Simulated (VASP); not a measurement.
Runs of VASP 6.6.1 on GaAs. Symmetry: F-43m, No. 216, cubic system. Conventional cell: a = 5.654 Å, b = 5.654 Å, c = 5.654 Å, α = 90.00°, β = 90.00°, γ = 90.00°. Around Ga (site symmetry -43m) lie 4 As at 2.45 Å. Around As (site symmetry -43m) lie 4 Ga at 2.45 Å. 

```csv
k mesh,cutoff (eV),mesh quality,gap on the mesh (eV),pressure (GPa)
10 × 10 × 10,520,not flagged,0.52,3.5
8 × 8 × 8,700,not flagged,0.52,3.5
8 × 8 × 8,520,not flagged,0.52,3.5
8 × 8 × 8,450,not flagged,0.52,3.4
6 × 6 × 6,520,not flagged,0.52,3.5
4 × 4 × 4,520,coarse,0.51,(a)
8 × 8 × 8,400,not flagged,0.52,3.3
8 × 8 × 8,350,not flagged,0.52,3.3
```

Alike in all rows: task single point; level PBE; potentials or basis VASP PAW PBE potentials, release 64 (Ga_d, As); no spin polarisation; cell as given; smearing gaussian 0.02 eV.

Task: Estimate the missing entries.

Result: (a) 3.7.

Caveats: some runs use coarse meshes; the cutoff is under 1.25 times the usual one of these potentials, so pressure, stress and relaxed cells hold a basis-set (Pulay) error (some runs).

A k mesh can miss the band edges, and the runs leave out spin-orbit coupling on As, Ga.

Not every run made on this cell is shown here.
